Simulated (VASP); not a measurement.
All values below come from PBE GGA with D3 dispersion (Becke-Johnson damping), VASP's PBE PAW potentials (set 64) (plane waves; VASP).

The input files of a VASP run:

File POSCAR:
```
Li2S
1.0
  0.0000000000   2.7854707964   2.7854707964
  2.7854707964   0.0000000000   2.7854707964
  2.7854707964   2.7854707964   0.0000000000
Li S
2 1
Cartesian
  1.3927353982   1.3927353982   1.3927353982
  4.1782061946   4.1782061946   4.1782061946
  0.0000000000   0.0000000000   0.0000000000
```

**KPOINTS**
```
Automatic mesh
0
Gamma
7 7 7
0 0 0
```

### INCAR
```
GGA=PE
LREAL=F
PREC=Accurate
LWAVE=F
ENCUT=520   # plane-wave cut-off (eV)
LCHARG=F
SYSTEM=Li2S
ISIF=2   # forces and stress, cell fixed
ISMEAR=0   # Gaussian
EDIFF=1E-7   # SCF stop (eV)
NELM=100   # most electronic steps
IVDW=12   # D3, Becke-Johnson
SIGMA=0.05
LASPH=T
ALGO=Normal
```

POTCAR, in this order: Li_sv S (PBE.64 set). Program: vasp_std.

Q: What will the output report for the number of irreducible k-points (NKPTS), largest plane-wave count, number of space-group operations, FFT grid (NGX, NGY, NGZ)?

A: 
```yaml
number of irreducible k-points (NKPTS): 20
largest_plane_wave_count: 1211
number_of_space_group_operations: 48
FFT grid (NGX, NGY, NGZ): 30 × 30 × 30
```

The compound is Li2S in the antifluorite structure. It was relaxed first, which changed the volume by -8 %.
